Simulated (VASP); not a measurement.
Consider the following.

```xyz
2
Lattice="3.9149 -2.1381 -0.0038 3.9149 2.1381 -0.0038 2.7505 0.0000 3.5117" Properties=species:S:1:pos:R:3 pbc="T T T"
Sb     2.4661     0.0000     0.8168
Sb     8.1141     0.0000     2.6874
```

All values below come from TPSS meta-GGA, VASP's PBE PAW potentials (set 64) (plane waves; VASP 6.6.1). Run with 520 eV cut-off, 7×7×7 Γ-centred mesh, Gaussian smearing of 0.050 eV, potentials Sb.

Problem. The ions and cell shape at fixed volume are relaxed. Which structure does the run end with?

Solution. 
```xyz
2
Lattice="3.8654 -2.1542 -0.0299 3.8654 2.1542 -0.0299 2.6924 0.0000 3.5120" Properties=species:S:1:pos:R:3 pbc="T T T"
Sb     2.4591     0.0000     0.8145
Sb     7.9641     0.0000     2.6377
```
Space group R-3m (166), at a tolerance of 0.03 Å.

Problem. How much energy does the relaxation gain?

Solution. The energy (σ→0) changes by -5.8 meV/atom, in 6 ionic steps.

The compound is Sb in the a7 structure. This cell is one point of a volume scan, at 0.94 of the reference volume. Symmetry was kept, so distortions that lower it aren't found.
